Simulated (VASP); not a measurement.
Input for VASP

**KPOINTS**
```
Automatic
0
G
3 3 6
0 0 0
```

File POSCAR:
```
CdMg3Te4
1
    0.0014963927     6.4589645463     6.4558126215
    6.4589645463     0.0014963927     6.4558126215
    3.2302304695     3.2302304695    -0.0000000000
Mg Te Cd
3 4 1
Direct
  0.0004060760   0.0004060760   0.9991878479
  0.0008403129   0.4991496985   0.0000099886
  0.4991496985   0.0008403129   0.0000099886
  0.1249782526   0.1249782526   0.2500434948
  0.1216603662   0.6260999356   0.2522396981
  0.6260999356   0.1216603662   0.2522396981
  0.6271447823   0.6271447823   0.2457104353
  0.4997205757   0.4997205757   0.0005588485
```

### INCAR
```
ALGO  =  Normal
EDIFF  =  1E-6
EDIFFG  =  -0.02
ENCUT  =  400
GGA  =  PS
IBRION  =  2
ISIF  =  3
ISMEAR  =  0
LASPH  =  T
LCHARG  =  F
LMAXMIX  =  4
LREAL  =  F
LWAVE  =  F
NELM  =  100
NSW  =  60
PREC  =  Accurate
SIGMA  =  0.05
SYSTEM  =  CdMg3Te4
```

POTCAR, in this order: Mg Te Cd (PBE.64 set). Program: vasp_std.

Task: Translate this PBEsol calculation to Ansatz.

Result: One equivalent input (not run):
Ansatz 0.2 input:
```yaml
crystal:
  lattice:
    - [0.0014964, 6.4589645, 6.4558126]
    - [6.4589645, 0.0014964, 6.4558126]
    - [3.2302305, 3.2302305, 0.0000000]
  atoms:
    - { symbol: Mg, position: [0.0004061, 0.0004061, 0.9991878] }
    - { symbol: Mg, position: [0.0008403, 0.4991497, 0.0000100] }
    - { symbol: Mg, position: [0.4991497, 0.0008403, 0.0000100] }
    - { symbol: Te, position: [0.1249783, 0.1249783, 0.2500435] }
    - { symbol: Te, position: [0.1216604, 0.6260999, 0.2522397] }
    - { symbol: Te, position: [0.6260999, 0.1216604, 0.2522397] }
    - { symbol: Te, position: [0.6271448, 0.6271448, 0.2457104] }
    - { symbol: Cd, position: [0.4997206, 0.4997206, 0.0005588] }
kpoints:
  mp_grid: { grid: [3, 3, 6] }
hamiltonian:
  xc: pbesol
  pseudopotentials: { kind: paw }
scf:
  occupations: { method: gaussian, width: 0.05 }
  max_iter: 100
relax:
  max_steps: 60
  f_tol: 0.02
  cell: {}
output: { forces: true, stress: true, eigenvalues: true }
```
What does not carry over: each code has its own PAW files, so the cut-off isn't converted (ENCUT is set for VASP's; basis.ecutwfc is left out, and Ansatz then takes the one that its files recommend); Ansatz stops its SCF on the density residual and VASP on the energy change (EDIFF).

The structure was generated: CdMg3Te4 was put into an ordered model structure (Amm2), which need not be its known phase. This run relaxes it. Symmetry was kept, so distortions that lower it aren't found. The start is the result of an earlier pass.
